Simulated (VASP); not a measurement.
Consider the following.

```yaml
crystal:
  lattice:
    - [4.61190, 0.00000, 0.00000]
    - [0.00000, 4.61190, 0.00000]
    - [0.00000, 0.00000, 4.61190]
  atoms:
    - { symbol: Cs, position: [0.00000, 0.00000, 0.00000] }
    - { symbol: I, position: [0.50000, 0.50000, 0.53252] }
```

All values below come from r2SCAN meta-GGA, VASP's PBE PAW potentials (set 64) (plane waves; VASP). Run with 480 eV cut-off, 6×6×6 Γ-centred mesh, Gaussian smearing of 0.050 eV, potentials Cs_sv I.

**Question.** Which forces act on the atoms, in eV/Å?

**Answer.** 
```
atom     Fx     Fy      Fz
----  -----  -----  ------
Cs1   0.000  0.000   0.119
I2    0.000  0.000  -0.119
```

**Question.** Give the stress tensor in GPa (positive for a compressed cell).

**Answer.** 
```
0.11  0.00  0.00
0.00  0.11  0.00
0.00  0.00  0.07
```
The pressure is its mean diagonal, 0.09 GPa.

The compound is CsI in the CsCl type structure. This cell was strained or had an atom moved on purpose.
